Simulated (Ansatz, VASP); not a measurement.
# Hg3Pt: VASP beside Ansatz

File INCAR:

```
SYSTEM = Hg3Pt
ALGO     = Normal         ! electronic algorithm
EDIFF    = 1E-7           ! SCF threshold, eV
ENCUT    = 520            ! plane-wave cutoff, eV
GGA      = PE             ! functional
ISIF     = 2              ! what is computed and relaxed
ISMEAR   = -1             ! smearing method
LASPH    = .True.         ! aspherical terms in the spheres
LCHARG   = .False.        ! write CHGCAR
LREAL    = .False.        ! projectors in reciprocal space
LWAVE    = .False.        ! write WAVECAR
NBANDS   = 31             ! bands
NELM     = 80             ! most SCF steps
PREC     = Accurate       ! precision mode
SIGMA    = 0.05           ! smearing width, eV
```

KPOINTS

```
k-points
0
Gamma
  9 9 9
  0 0 0
```

The input POSCAR:

```
Hg3Pt
1.0
   -2.0880739641      2.0880739641      4.6014402444
    2.0880739641     -2.0880739641      4.6014402444
    2.0880739641      2.0880739641     -4.6014402444
Hg Pt
3 1
Direct
    0.5000000000      0.5000000000      0.0000000000
    0.2500000000      0.7500000000      0.5000000000
    0.7500000000      0.2500000000      0.5000000000
    0.0000000000      0.0000000000      0.0000000000
```

Contents of input.yaml:

```yaml
crystal:
  lattice:
    - [-2.0880739641, 2.0880739641, 4.6014402444]
    - [2.0880739641, -2.0880739641, 4.6014402444]
    - [2.0880739641, 2.0880739641, -4.6014402444]
  atoms:
    - { symbol: Hg, position: [0.5, 0.5, 0.0] }
    - { symbol: Hg, position: [0.25, 0.75, 0.5] }
    - { symbol: Hg, position: [0.75, 0.25, 0.5] }
    - { symbol: Pt, position: [0.0, 0.0, 0.0] }
hamiltonian:
  xc: pbe
  pseudopotentials: { kind: paw }
kpoints:
  mp_grid: { grid: [9, 9, 9] }
scf:
  occupations: { method: fermi_dirac, width: 0.05 }
output:
  forces: true
  stress: true
  eigenvalues: true
  write_density: true
  write_potential: true
  elf: true
  volumetric_format: npy
```

Change from the starting cell: volume scaled by 0.98.

Alike in both runs: task single point; functional PBE; k mesh 9 × 9 × 9; occupations fermi-dirac, width 0.05 eV; no spin polarisation.

|  | VASP | Ansatz |
| --- | --- | --- |
| version | VASP 6.6.1 | Ansatz 0.2.0 |
| potentials or method | VASP PAW PBE potentials, release 64 (Hg, Pt) | Ansatz PAW |
| plane-wave cutoff (eV) | 520 | 420 |
| valence electrons in the cell | 46 | 78 |

|  | VASP | Ansatz | Ansatz less VASP |
| --- | --- | --- | --- |
| gap on the k mesh at the Fermi level (eV) | none | none | - |
| pressure (GPa) | 1.5 | 0.9 | -0.63 |
| largest component of the traceless stress (GPa) | 0.25 | 0.17 | -0.081 |

A gap of «none» marks a metal or a gap that the smearing closes. The functional is the same, so the differences come from potentials, cutoffs and numerics. The two sets of potentials don't hold the same shells in valence.

Spin-orbit coupling is left out, which matters for the levels of Hg, Pt.
